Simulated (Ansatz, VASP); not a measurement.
**Cs11Li6Cl17: VASP beside Ansatz**

One calculation is typed for both programs; each brings its own data sets. How far apart do they land? Of the first pair: The structure shown is frame 34 of Ansatz's trajectory.

Program: Ansatz 0.2.0. Level of theory: plane waves, with VASP 6.6.1 beside it; single point at revPBE. Results are calculated unless marked as measured.

## 1. The starting structure

The cell holds 68 atoms: 22 Cs, 12 Li and 34 Cl. Its edges and angles: a = 14.507 Å, b = 14.507 Å, c = 14.507 Å, α = 90.0°, β = 90.0°, γ = 90.0°.

## 2. Ansatz: dynamics, revPBE

Ansatz runs on its default PAW (the set named soft_2) files.

One frame of this run of dynamics is then solved in both programs, so the motion causes no difference.

The input, input.yaml:

```yaml
crystal:
  lattice:
    - [14.5073, 0.0, 0.0]
    - [0.0, 14.5073, 0.0]
    - [0.0, 0.0, 14.5073]
  atoms:
    - { symbol: Cs, position: [0.32391, 0.23785, 0.77017] }
    - { symbol: Cs, position: [0.64292, 0.29373, 0.65917] }
    - { symbol: Cs, position: [0.16835, 0.64287, 0.94598] }
    - { symbol: Cs, position: [0.43223, 0.98061, 0.42106] }
    - { symbol: Cs, position: [0.12536, 0.20708, 0.4144] }
    - { symbol: Cs, position: [0.53997, 0.86716, 0.7109] }
    - { symbol: Cs, position: [0.74645, 0.04553, 0.8829] }
    - { symbol: Cs, position: [0.93144, 0.62088, 0.15983] }
    - { symbol: Cs, position: [0.27321, 0.00467, 0.16911] }
    - { symbol: Cs, position: [0.01879, 0.33289, 0.69719] }
    - { symbol: Cs, position: [0.21952, 0.5767, 0.55969] }
    - { symbol: Cs, position: [0.68672, 0.11332, 0.27492] }
    - { symbol: Cs, position: [0.76235, 0.68198, 0.4032] }
    - { symbol: Cs, position: [0.06122, 0.01807, 0.77477] }
    - { symbol: Cs, position: [0.05811, 0.83358, 0.4158] }
    - { symbol: Cs, position: [0.64752, 0.43273, 0.10963] }
    - { symbol: Cs, position: [0.38833, 0.32808, 0.18454] }
    - { symbol: Cs, position: [0.00316, 0.29473, 0.01024] }
    - { symbol: Cs, position: [0.7618, 0.34334, 0.40977] }
    - { symbol: Cs, position: [0.5497, 0.84275, 0.0709] }
    - { symbol: Cs, position: [0.88563, 0.05427, 0.16112] }
    - { symbol: Cs, position: [0.44303, 0.59177, 0.93515] }
    - { symbol: Li, position: [0.49568, 0.29438, 0.46877] }
    - { symbol: Li, position: [0.34476, 0.93284, 0.89801] }
    - { symbol: Li, position: [0.77439, 0.85656, 0.64294] }
    - { symbol: Li, position: [0.52165, 0.16115, 0.93646] }
    - { symbol: Li, position: [0.70997, 0.06758, 0.51818] }
    - { symbol: Li, position: [0.78159, 0.47944, 0.7763] }
    - { symbol: Li, position: [0.92867, 0.05673, 0.57016] }
    - { symbol: Li, position: [0.02809, 0.84024, 0.10084] }
    - { symbol: Li, position: [0.95369, 0.5528, 0.51106] }
    - { symbol: Li, position: [0.22508, 0.62626, 0.21956] }
    - { symbol: Li, position: [0.92611, 0.77242, 0.86779] }
    - { symbol: Li, position: [0.51927, 0.58302, 0.28332] }
    - { symbol: Cl, position: [0.92094, 0.85411, 0.27312] }
    - { symbol: Cl, position: [0.07597, 0.42567, 0.52086] }
    - { symbol: Cl, position: [0.64232, 0.07164, 0.06938] }
    - { symbol: Cl, position: [0.51515, 0.41924, 0.30102] }
    - { symbol: Cl, position: [0.9635, 0.63728, 0.38836] }
    - { symbol: Cl, position: [0.50906, 0.07457, 0.77936] }
    - { symbol: Cl, position: [0.03512, 0.1715, 0.59124] }
    - { symbol: Cl, position: [0.36773, 0.19055, 0.37877] }
    - { symbol: Cl, position: [0.53069, 0.64383, 0.1208] }
    - { symbol: Cl, position: [0.91053, 0.92193, 0.95546] }
    - { symbol: Cl, position: [0.16144, 0.93916, 0.94196] }
    - { symbol: Cl, position: [0.75805, 0.50394, 0.27948] }
    - { symbol: Cl, position: [0.33474, 0.59769, 0.36619] }
    - { symbol: Cl, position: [0.81868, 0.37239, 0.89027] }
    - { symbol: Cl, position: [0.38235, 0.08423, 0.00475] }
    - { symbol: Cl, position: [0.60114, 0.18054, 0.47262] }
    - { symbol: Cl, position: [0.27221, 0.48179, 0.04608] }
    - { symbol: Cl, position: [0.80102, 0.4863, 0.62059] }
    - { symbol: Cl, position: [0.92695, 0.88953, 0.60258] }
    - { symbol: Cl, position: [0.44614, 0.77974, 0.87866] }
    - { symbol: Cl, position: [0.84879, 0.11253, 0.43739] }
    - { symbol: Cl, position: [0.78363, 0.09972, 0.66446] }
    - { symbol: Cl, position: [0.96088, 0.6598, 0.97442] }
    - { symbol: Cl, position: [0.67625, 0.90043, 0.53232] }
    - { symbol: Cl, position: [0.52794, 0.33492, 0.9534] }
    - { symbol: Cl, position: [0.81521, 0.25468, 0.17252] }
    - { symbol: Cl, position: [0.76909, 0.77434, 0.78572] }
    - { symbol: Cl, position: [0.11201, 0.20998, 0.85166] }
    - { symbol: Cl, position: [0.11717, 0.1189, 0.23436] }
    - { symbol: Cl, position: [0.46066, 0.93138, 0.2194] }
    - { symbol: Cl, position: [0.07405, 0.62662, 0.74041] }
    - { symbol: Cl, position: [0.45639, 0.3518, 0.63084] }
    - { symbol: Cl, position: [0.35449, 0.86721, 0.6184] }
    - { symbol: Cl, position: [0.16111, 0.75856, 0.15198] }
kpoints:
  mp_grid: { grid: [1, 1, 1] }
hamiltonian:
  xc: revpbe
scf:
  occupations: { method: fermi_dirac, width: 0.025 }
output:
  forces: true
md:
  timestep: 1.0
  n_steps: 103
  ensemble: nve
  temperature: 900
  initial_velocities: maxwell_boltzmann
  seed: 5039
```

The run is started by

```bash
$ ansatz run input.yaml --threads 4 --pin off --max-ram 8192MiB --backend cpu --events-out ev --progress --plain --runs-dir out
```

Numbers of over 12 decimals in the logs are rounded to 6 here.

The log of the run:

```text
Warning: md: disabling space-group detection — thermal motion breaks the input geometry's symmetry, so no spatial operation reduces the k-mesh or symmetrises the density; time reversal is kept, so that k and −k are solved as one point where they differ and the mesh holds both, and exact exchange and, on two spinor components, a DFT+U term hold to it where the run has them: on two components no moment then forms, and  [...]
Engine: ansatz 0.2.0, x86_64-unknown-linux-gnu
Pseudopotentials: kind: paw
Pseudopotential: Cs, paw, valence charge 9, recommended cutoff 420 eV (normal), Cs.paw.azcp
Pseudopotential: Li, paw, valence charge 3, recommended cutoff 420 eV (normal), Li.paw.azcp
Pseudopotential: Cl, paw, valence charge 7, recommended cutoff 420 eV (normal), Cl.paw.azcp
Functional definition: revPBE
  parameter kappa = 1.245
  parameter beta = 0.066725
  exchange = pbe_x(kappa = kappa, mu = beta*pi^2/3)
  correlation = pbe_c(beta = beta)
Crystal: 68 atoms, lattice volume = 3053.232 Å³
Basis set: ecut = 420 eV, 59757 PW (Γ), exchange–correlation on 200×200×200 points (8 copies of the dense FFT grid, shifted against one another)
Bands: 304, of which v1, the nominal top of the filled ones, is band 236 counted from 1 (235 counted from 0)
Symmetry: 1 space group operations
k-points: 1
Non-local potential: Cs, projectors of the file, l = 0: 3, l = 1: 2, l = 2: 2, l = 3: 2
Non-local potential: Li, projectors of the file, l = 0: 3, l = 1: 2, l = 2: 1
Non-local potential: Cl, projectors of the file, l = 0: 2, l = 1: 2, l = 2: 2
PAW form: soft (Blöchl's): semilocal exchange-correlation on the pseudo side does not see the compensation charge
PAW frozen core: Cs, regenerated for the run's functional, and the local potential with it (the file was generated under x = pbe(κ = 0.804, μ = 0.219515), c = pbe(β = 0.066725))
PAW frozen core: Cl, regenerated for the run's functional, and the local potential with it (the file was generated under x = pbe(κ = 0.804, μ = 0.219515), c = pbe(β = 0.066725))
PAW one-centre angular grid: Cs, 194 points (default); XC on 64 Gauss nodes
PAW one-centre angular grid: Li, 110 points (default); XC on 64 Gauss nodes
PAW one-centre angular grid: Cl, 110 points (default); XC on 64 Gauss nodes
Initial density: superposition of atomic densities (neutral atoms: chi_scale 0, normalization atom), corrected by the library's trained network
Initial wavefunctions: pseudopotential atomic-orbital guess
Functional: x = revpbe(κ = 1.245, μ = 0.219515), c = pbe(β = 0.066725)
SCF iter   1: F=—  HF=-164280.282042 eV  |F-HF|=—  |Δ(HF+E_count)|=         —  Δρ=1.74e-3  dr2=1.76e-1  ethr=1.77e-3  ⟨swp⟩=9.0  Hψ=1457  notcnv=0  defer=28
preconditioner: auto → Resta (q_TF=auto, 1.999 Å⁻¹)  ε∞=2.6  [insulator: Δε(μ)=3.314 eV  Ē_g=10.844 eV  σ=0.025 eV  W_gap=1.00  n_scr=436 (ndim 8)  ℏωp=13.5 eV  f_vac=0.261  D(μ)=0.00/eV (n_scr^D=0)  ε∞_Penn≈2.6]
SCF iter   2: F=—  HF=-164280.258123 eV  |F-HF|=—  |Δ(HF+E_count)|=   2.39e-2  Δρ=8.51e-4  dr2=3.42e-2  ethr=3.72e-5  ⟨swp⟩=2.0  Hψ=557  notcnv=0  defer=63
SCF iter   3: F=—  HF=-164280.257503 eV  |F-HF|=—  |Δ(HF+E_count)|=   6.20e-4  Δρ=2.36e-4  dr2=3.77e-3  ethr=7.24e-6  ⟨swp⟩=2.0  Hψ=470  notcnv=0  defer=63
SCF iter   4: F=—  HF=-164280.257531 eV  |F-HF|=—  |Δ(HF+E_count)|=   2.79e-5  Δρ=6.12e-5  dr2=1.82e-4  ethr=7.99e-7  ⟨swp⟩=3.0  Hψ=414  notcnv=0  defer=63
SCF iter   5: F=—  HF=-164280.257507 eV  |F-HF|=—  |Δ(HF+E_count)|=   2.39e-5  Δρ=1.92e-5  dr2=1.97e-5  ethr=3.86e-8  ⟨swp⟩=2.0  Hψ=445  notcnv=0  defer=63
SCF iter   6: F=—  HF=-164280.255122 eV  |F-HF|=—  |Δ(HF+E_count)|=   2.38e-3  Δρ=4.85e-6  dr2=1.12e-6  ethr=4.18e-9  ⟨swp⟩=2.0  Hψ=540  notcnv=0  defer=63
SCF iter   7: F=—  HF=-164280.255123 eV  |F-HF|=—  |Δ(HF+E_count)|=   3.02e-7  Δρ=1.45e-6  dr2=1.00e-7  ethr=2.37e-10  ⟨swp⟩=2.0  Hψ=469  notcnv=0  defer=63
SCF iter   8: F=-164280.255123 eV  HF=-164280.255123 eV  |F-HF|=6.00e-9  |Δ(HF+E_count)|=   3.02e-8  Δρ=4.63e-7  dr2=1.02e-8  ethr=1.44e-11  ⟨swp⟩=4.0  Hψ=977  notcnv=0
SCF 1 converged in 8 iterations: F = -164280.255123 eV  dr2 = 1.02e-8
  greatest PAW one-centre occupation: 1.000 electrons in one spin orbital (limit 2), on the Li atom at site 30 (counted from 0), in its partial waves of l = 0
md step     0: t =     0.00 fs  T =   900.0 K  F+E_penalty+E_count = -164280.25512265 eV  E_kin = 7.794378 eV  conserved = -164272.46074471 eV  (8 SCF iters)
[... from here on, the SCF cycles and remarks between the steps are left out ...]
md step    94: t =    94.00 fs  T =  1196.7 K  F+E_penalty+E_count = -164282.82507798 eV  E_kin = 10.363801 eV  conserved = -164272.46127683 eV  (2 SCF iters)
md step    95: t =    95.00 fs  T =  1194.8 K  F+E_penalty+E_count = -164282.80870291 eV  E_kin = 10.347265 eV  conserved = -164272.46143798 eV  (3 SCF iters)
md step    96: t =    96.00 fs  T =  1193.0 K  F+E_penalty+E_count = -164282.79349522 eV  E_kin = 10.331878 eV  conserved = -164272.46161697 eV  (2 SCF iters)
md step    97: t =    97.00 fs  T =  1191.1 K  F+E_penalty+E_count = -164282.77682980 eV  E_kin = 10.315041 eV  conserved = -164272.46178851 eV  (3 SCF iters)
md step    98: t =    98.00 fs  T =  1188.7 K  F+E_penalty+E_count = -164282.75617719 eV  E_kin = 10.294245 eV  conserved = -164272.46193265 eV  (2 SCF iters)
md step    99: t =    99.00 fs  T =  1185.5 K  F+E_penalty+E_count = -164282.72937904 eV  E_kin = 10.267338 eV  conserved = -164272.46204105 eV  (3 SCF iters)
md step   100: t =   100.00 fs  T =  1181.5 K  F+E_penalty+E_count = -164282.69482328 eV  E_kin = 10.232710 eV  conserved = -164272.46211345 eV  (6 SCF iters)
md step   101: t =   101.00 fs  T =  1176.5 K  F+E_penalty+E_count = -164282.65152859 eV  E_kin = 10.189383 eV  conserved = -164272.46214601 eV  (3 SCF iters)
md step   102: t =   102.00 fs  T =  1170.5 K  F+E_penalty+E_count = -164282.59916675 eV  E_kin = 10.137026 eV  conserved = -164272.46214028 eV  (3 SCF iters)
md step   103: t =   103.00 fs  T =  1163.5 K  F+E_penalty+E_count = -164282.53806853 eV  E_kin = 10.075974 eV  conserved = -164272.46209483 eV  (6 SCF iters)
SCF converged after 6 iterations
Free energy (F): -164282.538069 eV
Harris-Foulkes:  -164282.538069 eV  (|F-HF|=4.19e-9)
Internal energy: -164282.538069 eV  (E = F + TS)
E sigma→0 (E₀):  -164282.538069 eV
Fermi energy:    2.412506 eV
--- Per-component energies (eV) ---
  E_band       = -3824.461180
  E_kinetic    = 8922.510586
  E_local      = -24673.577267  (includes V_loc(G=0)·N_el)
  E_nonlocal   = 1210.030117
  E_hartree    = 9173.599348
  E_xc         = -7666.195381
  E_vxc        = -7148.530508  (∫ρ·V_xc dr)
  E_paw        = -134363.671708  (= ΣΔE_a)
  E_vpaw       = -482.094268  (= ΣTr[D̂ρ^β])
  E_aug_tail   = 0.003124  (compensation charges beyond the density's cutoff)
  E_ewald      = -16883.366923
  E_core_change = -1.869965  (= ΣΔE_core)
  E_smearing   = -0.000000  (= −TS)
  E_closure    = -0.000000  (closes the sum)
  Σ components = -164282.538069   (vs F -164282.538069, Δ=0.00e0)
--- Forces (eV/Å), atoms counted from 1 ---
  atom   1  Cs     0.16298007    -0.07959340     0.14356385
  atom   2  Cs    -0.59618634    -0.13367474     0.02836381
  atom   3  Cs     0.20404216    -1.32440482     0.03845998
  atom   4  Cs    -0.19888771    -0.28975099     0.14638202
  atom   5  Cs    -0.91959532     0.09756066     0.06147027
  atom   6  Cs    -0.23128985     0.07077815    -0.26691384
  atom   7  Cs     0.15689965     0.05930741     0.58048791
  atom   8  Cs     1.00861760     0.34779557    -0.40462894
  atom   9  Cs    -0.17448231    -0.05970084    -0.09012481
  atom  10  Cs     1.29776871    -1.17298622     0.01843722
  atom  11  Cs     0.22239710    -0.29003123    -0.48197864
  atom  12  Cs    -0.60394090    -0.41520786    -1.31868865
  atom  13  Cs    -0.03669075     0.28085188     0.33115255
  atom  14  Cs     0.59877731     0.07627920     0.20090328
  atom  15  Cs     0.17082669     0.12462531    -0.38100049
  atom  16  Cs     0.36843711    -0.31597945    -0.15075354
  atom  17  Cs    -0.16181381     0.21145748    -0.30794610
  atom  18  Cs    -0.37973504     1.28645423    -1.33666392
  atom  19  Cs     0.81168100    -0.02235275     0.35323558
  atom  20  Cs     0.19217591    -0.04581285     0.49886348
  atom  21  Cs    -0.22675256    -0.11585888     0.63424895
  atom  22  Cs    -0.09740143    -0.14402371     0.28863544
  atom  23  Li    -0.87143932     0.96362057     0.08721628
  atom  24  Li    -0.93357059     1.21326361     0.28353424
[...]
atom  61  Cl     0.00601238    -0.15371589    -0.45321888
  atom  62  Cl    -0.24266792    -0.07368405     0.16405446
  atom  63  Cl     1.14043657    -1.00490257     1.32417483
  atom  64  Cl     0.01850036     0.13118451    -0.22124315
  atom  65  Cl     0.06968812     0.38224398     0.88521785
  atom  66  Cl     0.19987459    -0.01197275    -0.29276463
  atom  67  Cl     0.02747440    -0.18643724     0.15322237
  atom  68  Cl     0.03488644     0.07314534    -0.18915136
  max |Σ_I F_I| component: 2.30e-5 eV/Å
--- MD trajectory: 103 steps, t = 0.0 → 103.0 fs ---
  final state: T = 1163.5 K   F+E_penalty+E_count = -164282.53806853 eV   E_kin = 10.075974 eV
  conserved energy: peak-to-peak 1.675e-3 eV (2.463e-5 eV/atom) over 103.0 fs
```

The column dr2 measures how far the density is from self-consistency, as an energy; F and HF (Harris–Foulkes) agree once it is small.

(Continued in part 2 of 3.)

[Lines on the potential files, build, host, timing and source positions are cut from VASP's logs without a mark.]

[Logs are printed without paths, hosts, clocks, repeated set-up lines and the standing remarks that a program may print on its own settings, such as how far it seeks lower states.]

[Hosts, paths, dates, database ids (printed as entryN), source tags and the programs' standing remarks are cut or masked in the printed files.]
